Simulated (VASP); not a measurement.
Here is the system:

```
CELL_PARAMETERS angstrom
      3.42450     0.00000     0.00000
      0.00000     3.42450     0.00000
      0.00000     0.00000     3.42450
ATOMIC_POSITIONS crystal
  Tb 0.50000 0.50000 0.50000
  Cu 0.00000 0.00000 0.00000
```

Level of theory: PBEsol GGA, VASP's PBE PAW potentials (set 64) (plane waves; VASP 6.6.1). Settings: 400 eV cut-off, Gaussian smearing of 0.050 eV, potentials Tb_3 Cu.

The 4f electrons are frozen in the core of the lanthanide potential, so 4f levels, which can set the real gap, and their magnetism are missing.

Q: Give the energies of bands 4 to 13 at the high-symmetry points, in eV from the Fermi level.

A: 
| band | Γ | X | M | R |
|---|---|---|---|---|
| 4 | -6.76 | -3.58 | -4.41 | -3.16 |
| 5 | -3.80 | -3.33 | -3.78 | -3.16 |
| 6 | -3.80 | -3.32 | -3.29 | -3.16 |
| 7 | -2.98 | -3.01 | -3.29 | -2.66 |
| 8 | -2.98 | -3.01 | -2.67 | -2.66 |
| 9 | -2.98 | -2.89 | -2.16 | -1.92 |
| 10 | 0.38 | -2.00 | 0.85 | -1.92 |
| 11 | 0.38 | 0.20 | 1.02 | -1.92 |
| 12 | 5.40 | 1.81 | 1.02 | 1.66 |
| 13 | 5.40 | 1.81 | 3.70 | 7.25 |

It has no gap at this level: it comes out as a metal or semimetal.

The structure comes from a computed database's TbCu entry (Pm-3m); how it stands against other phases isn't given here. It was relaxed first.
